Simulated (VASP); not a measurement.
VASP runs on RuS (a trial cell in the CsCl structure, space group Pm-3m) share one base input (PBE GGA, plane waves, VASP's PBE PAW potentials (set 64)) and change the settings named in each case.

**POSCAR**
```
RuS
2.7970250
  1.0000000000   0.0000000000   0.0000000000
  0.0000000000   1.0000000000   0.0000000000
  0.0000000000   0.0000000000   1.0000000000
Ru S
1 1
Cart
  0.0000000000   0.0000000000   0.0000000000
  0.5000000000   0.5000000000   0.5000000000
```

**INCAR**
```
SYSTEM  =  RuS
PREC  =  Accurate; ENCUT  =  400; LREAL  =  F
LASPH  =  T
EDIFF  =  1E-6; NELM  =  100; ALGO  =  Normal
LMAXMIX  =  4
ISMEAR  =  0; SIGMA  =  0.05
GGA  =  PE
ISIF  =  2
LWAVE  =  F; LCHARG  =  F
```

KPOINTS:
```
Automatic mesh
0
Gamma
9 9 9
0 0 0
```

POTCAR, in this order: Ru_pv S (PBE.64 set). Program: vasp_std.

```
change            electronic steps
----------------  ----------------
base run                        13
ALGO = Fast                     14
ALGO = VeryFast                 20
ALGO = All                      16
ALGO = Damped                   25
ALGO = Conjugate                16
```

Left out are runs that ran out of time, are held back, or changed the cell or the kind of run, fixed moments of cells without a moment, rows past the twelfth, gaps on odd meshes, pressures of charged cells and columns that move by less than the noise.

The structure was generated: RuS was put into the CsCl type (Pm-3m), which need not be its known phase. The cell was not relaxed at this level.
